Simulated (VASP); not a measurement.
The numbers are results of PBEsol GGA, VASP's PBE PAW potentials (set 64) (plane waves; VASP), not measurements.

The input files of a VASP run:

File KPOINTS:
```
k-points along high-symmetry lines
15
Line-mode
Reciprocal
  0.000000   0.000000   0.000000 ! GAMMA
  0.500000   0.000000   0.500000 ! X

  0.500000   0.000000   0.500000 ! X
  0.625000   0.250000   0.625000 ! U

  0.375000   0.375000   0.750000 ! K
  0.000000   0.000000   0.000000 ! GAMMA

  0.000000   0.000000   0.000000 ! GAMMA
  0.500000   0.500000   0.500000 ! L

  0.500000   0.500000   0.500000 ! L
  0.500000   0.250000   0.750000 ! W

  0.500000   0.250000   0.750000 ! W
  0.500000   0.000000   0.500000 ! X
```

**INCAR**
```
SYSTEM = MgS
PREC = Accurate
ENCUT = 400
EDIFF = 1E-7
NELM = 100
ALGO = Normal
LREAL = .FALSE.
LASPH = .TRUE.
ISMEAR = 0
SIGMA = 0.05
GGA = PS
LWAVE = .FALSE.
LCHARG = .FALSE.
LORBIT = 11
ICHARG = 11
```

### POSCAR
```
MgS
1
    0.0000000000     2.5890714753     2.5890714753
    2.5890714753    -0.0000000000     2.5890714753
    2.5890714753     2.5890714753     0.0000000000
Mg S
1 1
Direct
  0.0000000000   0.0000000000   0.0000000000
  0.5000000000   0.5000000000   0.5000000000
```

POTCAR, in this order: Mg S (PBE.64 set). Program: vasp_std. Read from the step before: CHGCAR.

What VASP printed:

File OSZICAR:
```
       N       E                     dE             d eps       ncg     rms          rms(c)
DAV:   1     0.164230487260E+02    0.16423E+02   -0.32290E+03  1512   0.645E+02
DAV:   2    -0.738320307913E+01   -0.23806E+02   -0.21876E+02  2024   0.917E+01
DAV:   3    -0.803095254242E+01   -0.64775E+00   -0.64775E+00  1760   0.204E+01
DAV:   4    -0.803338412409E+01   -0.24316E-02   -0.24316E-02  2472   0.138E+00
DAV:   5    -0.803338803305E+01   -0.39090E-05   -0.39090E-05  1880   0.345E-02
DAV:   6    -0.803338806122E+01   -0.28173E-07   -0.28174E-07  2376   0.226E-03
   1 F= -.80333881E+01 E0= -.80333881E+01  d E =-.157046E-13
```

### OUTCAR
```
 val. band max:        3.8065516701   @ k =   0.0000   0.0000   0.0000

 cond. band min:       6.5409815030   @ k =   0.5000   0.0000   0.5000



 k-point     1 :       0.0000    0.0000    0.0000
  band No.  band energies     occupation
      1      -8.9613      2.00000
      2       3.8066      2.00000
      3       3.8066      2.00000
      4       3.8066      2.00000
      5       7.5142      0.00000
      6      11.6514      0.00000
      7      11.6514      0.00000
      8      11.6514      0.00000

 k-point     2 :       0.0357    0.0000    0.0357
  band No.  band energies     occupation
      1      -8.9440      2.00000
      2       3.6942      2.00000
      3       3.7755      2.00000
      4       3.7755      2.00000
      5       7.6415      0.00000
      6      11.5423      0.00000
      7      11.7123      0.00000
      8      11.7123      0.00000

 k-point     3 :       0.0714    0.0000    0.0714
  band No.  band energies     occupation
      1      -8.8924      2.00000
      2       3.3979      2.00000
      3       3.6864      2.00000
      4       3.6864      2.00000
      5       7.9790      0.00000
      6      11.2557      0.00000
      7      11.8903      0.00000
      8      11.8903      0.00000

 k-point     4 :       0.1071    0.0000    0.1071
  band No.  band energies     occupation
      1      -8.8078      2.00000
      2       2.9939      2.00000
      3       3.5495      2.00000
      4       3.5495      2.00000
      5       8.4348      0.00000
      6      10.8698      0.00000
      7      12.1722      0.00000
      8      12.1723      0.00000

 k-point     5 :       0.1429    0.0000    0.1429
  band No.  band energies     occupation
      1      -8.6923      2.00000
      2       2.5417      2.00000
      3       3.3787      2.00000
      4       3.3787      2.00000
      5       8.9053      0.00000
      6      10.4471      0.00000
      7      11.9941      0.00000
      8      12.5399      0.00000
...
```

The density is held fixed in this step, so its total energy and stress have no physical meaning.

The compound is MgS in the rock salt structure. It was relaxed first.
